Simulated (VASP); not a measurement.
Given:

```xyz
6
Lattice="1.7956 -3.1101 0.0000 1.7956 3.1101 0.0000 0.0000 0.0000 17.9326" Properties=species:S:1:pos:R:3 pbc="T T T"
Te     1.7956     1.0367    15.2583
Te     1.7956    -1.0367     6.2920
Te     1.7956    -1.0367     2.6742
Te     1.7956     1.0367    11.6405
Mo     1.7956     1.0367     4.4831
Mo     1.7956    -1.0367    13.4494
```

Level of theory: RPBE GGA, VASP's PBE PAW potentials (set 64) (plane waves; VASP). Settings: 520 eV cut-off, Gaussian smearing of 0.050 eV, potentials Te Mo_sv.

Without a dispersion term in the relaxation, distances and binding between the weakly bound layers, chains or molecules are unreliable, and so is what depends on them. Unless said otherwise, spin-orbit coupling is left out, though it shifts the bands of the heavy elements here.

What does the run give for the band gap (along the path) with the smallest direct gap where there is one?

* **band gap (along the path)**: 1.01 eV
* **smallest direct gap (along the path)**: 1.01 eV

The compound is MoTe2 in the 2H layered structure. It was relaxed first, which changed the volume by +34 %.
